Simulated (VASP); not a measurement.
Computed with PBE GGA, VASP's PBE PAW potentials (set 64) (plane waves; VASP).

Input for VASP

### INCAR
```
# general
SYSTEM=NaCl
PREC  =Accurate
ENCUT =500
LREAL =.False.
LASPH =.True.

# electronic loop
EDIFF =1E-6   # SCF stop (eV)
NELM  =100
ALGO  =Normal   # blocked Davidson

# smearing
ISMEAR=0   # Gaussian
SIGMA =0.05

# functional
GGA   =PE   # PBE

# ions
IBRION=2
NSW   =40   # most ionic steps
ISIF  =3   # ions, shape and volume
EDIFFG=-0.02

# output
LWAVE =.False.
LCHARG=.False.
```

**KPOINTS**
```
Automatic mesh
0
Gamma
8 8 8
0 0 0
```

### POSCAR
```
NaCl
1
    0.0000000000     2.8394556738     2.8394556738
    2.8394556738     0.0000000000     2.8394556738
    2.8394556738     2.8394556738     0.0000000000
Na Cl
1 1
Direct
  0.0000000000   0.0000000000   0.0000000000
  0.5000000000   0.5000000000   0.5000000000
```

POTCAR, in this order: Na_pv Cl (PBE.64 set). Program: vasp_std.

The resulting files:

### OSZICAR
```
       N       E                     dE             d eps       ncg     rms          rms(c)
DAV:   1     0.903632022943E+02    0.90363E+02   -0.71068E+03   649   0.120E+03
DAV:   2     0.153467471546E+01   -0.88829E+02   -0.81753E+02   726   0.262E+02
DAV:   3    -0.678577178251E+01   -0.83204E+01   -0.82641E+01   764   0.809E+01
DAV:   4    -0.697513933802E+01   -0.18937E+00   -0.18911E+00   736   0.132E+01
DAV:   5    -0.697966176444E+01   -0.45224E-02   -0.45218E-02   860   0.203E+00    0.214E+00
DAV:   6    -0.678328203391E+01    0.19638E+00   -0.39853E-01   731   0.417E+00    0.161E+00
DAV:   7    -0.677146299363E+01    0.11819E-01   -0.92136E-02   772   0.203E+00    0.108E+00
DAV:   8    -0.677731058626E+01   -0.58476E-02   -0.98948E-03   662   0.106E+00    0.245E-01
DAV:   9    -0.677725903622E+01    0.51550E-04   -0.19531E-04   779   0.137E-01    0.136E-01
DAV:  10    -0.677741525288E+01   -0.15622E-03   -0.33396E-04   671   0.162E-01    0.514E-02
DAV:  11    -0.677740732014E+01    0.79327E-05   -0.18876E-05   755   0.433E-02    0.103E-02
DAV:  12    -0.677740769721E+01   -0.37707E-06   -0.16506E-06   674   0.138E-02
   1 F= -.67774077E+01 E0= -.67774077E+01  d E =-.677741E+01
       N       E                     dE             d eps       ncg     rms          rms(c)
DAV:   1    -0.677846783012E+01   -0.10605E-02   -0.21543E-02   722   0.226E+00    0.201E-01
DAV:   2    -0.677768167500E+01    0.78616E-03   -0.13394E-03   719   0.391E-01    0.809E-02
DAV:   3    -0.677754073380E+01    0.14094E-03   -0.31501E-04   722   0.204E-01    0.389E-02
DAV:   4    -0.677752017343E+01    0.20560E-04   -0.85852E-06   888   0.377E-02    0.306E-03
DAV:   5    -0.677751980157E+01    0.37187E-06   -0.77495E-07   343   0.900E-03
   2 F= -.67775198E+01 E0= -.67775198E+01  d E =-.112104E-03
```

File OUTCAR:
```
------------------------ aborting loop because EDIFF is reached ----------------------------------------
  FORCE on cell =-STRESS in cart. coord.  units (eV):
  Direction    XX          YY          ZZ          XY          YZ          ZX
  --------------------------------------------------------------------------------------
  Total        0.0170726      0.0170726      0.0170726      0.0000000      0.0000000     -0.0000000
  in kB        0.5954454      0.5954454      0.5954454      0.0000000      0.0000000     -0.0000000
  external PRESSURE =       0.5954454 kB  Pullay stress =       0.0000000 kB
  volume of cell :       45.94
      direct lattice vectors                 reciprocal lattice vectors
     0.000000000  2.842582865  2.842582865    -0.175896367  0.175896367  0.175896367
     2.842582865  0.000000000  2.842582865     0.175896367 -0.175896367  0.175896367
     2.842582865  2.842582865  0.000000000     0.175896367  0.175896367 -0.175896367
  FREE ENERGIE OF THE ION-ELECTRON SYSTEM (eV)
  ---------------------------------------------------
  free  energy   TOTEN  =        -6.7775198016 eV

  energy  without entropy=       -6.7775198016  energy(sigma->0) =       -6.77751980

 reached required accuracy - stopping structural energy minimisation
```
(Selected blocks of OUTCAR.)

**CONTCAR**
```
NaCl
   1.00000000000000
     0.0000000000000000    2.8425828648394682    2.8425828648394682
     2.8425828648394682    0.0000000000000000    2.8425828648394682
     2.8425828648394682    2.8425828648394682    0.0000000000000000
  Na              Cl
     1     1
Direct
     1.0000000000000000    1.0000000000000000    1.0000000000000000
     0.5000000000000000    0.5000000000000000    0.5000000000000000
```

The compound is NaCl in the rock salt structure. This run relaxes it. Symmetry was kept, so distortions that lower it aren't found.
